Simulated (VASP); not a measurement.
A convergence study with VASP on CaO (rock salt): one setting is varied, all else stays as given below, so the limit is that of these other settings. Each run relaxes cell and ions from the cell shown.

```yaml
crystal:
  lattice:
    - [0.00000, 2.40500, 2.40500]
    - [2.40500, 0.00000, 2.40500]
    - [2.40500, 2.40500, 0.00000]
  atoms:
    - { symbol: Ca, position: [0.00000, 0.00000, 0.00000] }
    - { symbol: O, position: [0.50000, 0.50000, 0.50000] }
```

Level of theory: PBE GGA, VASP's PBE PAW potentials (set 64) (plane waves; VASP 6.6.1). The tightest run used: 700 eV cut-off, 14×14×14 Γ-centred mesh, Gaussian smearing of 0.050 eV, potentials Ca_sv O.

Gaps are read on the run's mesh, which can miss a band edge.

**Question.** The settings run are 2×2×2 mesh; 3×3×3 mesh; 4×4×4 mesh; 5×5×5 mesh; 6×6×6 mesh; 7×7×7 mesh; 9×9×9 mesh; 10×10×10 mesh; 11×11×11 mesh; 12×12×12 mesh; 13×13×13 mesh; 14×14×14 mesh. From which on does the relaxed volume stay within 0.05 Å³/atom of the tightest run?

**Answer.** From 3×3×3 mesh on: it is off by 0.028 there and by no more than 0.05 in any finer run, while 2×2×2 mesh is off by 0.199.
```tsv
setting	relaxed volume (Å³/atom)	E (eV/atom)	gap on the mesh (eV)	irreducible k-points	difference judged (Å³/atom)
2×2×2 mesh	14.348	-6.2497	3.383	3	0.199
3×3×3 mesh	14.177	-6.3900	4.094	4	0.028
4×4×4 mesh	14.153	-6.4028	3.637	8	0.004
5×5×5 mesh	14.149	-6.4045	3.821	10	0.001
6×6×6 mesh	14.149	-6.4047	3.643	16	0.000
7×7×7 mesh	14.148	-6.4048	3.735	20	0.000
9×9×9 mesh	14.148	-6.4048	3.699	35	0.000
10×10×10 mesh	14.148	-6.4048	3.643	47	0.000
11×11×11 mesh	14.148	-6.4048	3.681	56	0.000
12×12×12 mesh	14.148	-6.4048	3.643	72	0.000
13×13×13 mesh	14.148	-6.4048	3.670	84	0.000
14×14×14 mesh	14.148	-6.4048	3.643	104	0.000
```

Left out are rungs that failed or repeat a setting and relaxations that didn't move; long series are thinned to 24 rows.

The compound is CaO in the rock salt structure.
